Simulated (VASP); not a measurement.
**Sn2GeTe3 (space group P-3m1): computed properties**

All values below come from r2SCAN meta-GGA, VASP's PBE PAW potentials (set 64) (plane waves; VASP 6.6.1).

| Property | Value |
|---|---|
| space group | P-3m1 (164) |
| cell | a = b = 4.402 Å, c = 10.884 Å, α = β = 90.00°, γ = 120.00° |
| volume per atom | 30.44 Å³/atom |
| band gap (over mesh and band path) | 0.13 eV |
| smallest direct gap (over mesh and band path) | 0.22 eV |
| band-edge character | indirect, A to L |
| density | 6.30 g/cm³ |

```
Sn2GeTe3
1.0
    4.40191     0.00000     0.00000
   -2.20096     3.81217     0.00000
    0.00000     0.00000    10.88392
Sn Ge Te
2 1 3
Direct
  0.33333   0.66667   0.82564
  0.66667   0.33333   0.17436
  0.00000   0.00000   0.50000
  0.33333   0.66667   0.34865
  0.66667   0.33333   0.65135
  0.00000   0.00000   0.00000
```

Unless said otherwise, spin-orbit coupling is left out, though it shifts the bands of the heavy elements here.

The structure comes from a computed database's Sn2GeTe3 entry (P-3m1); how it stands against other phases isn't given here. It was relaxed first. Symmetry was kept, so distortions that lower it aren't found.
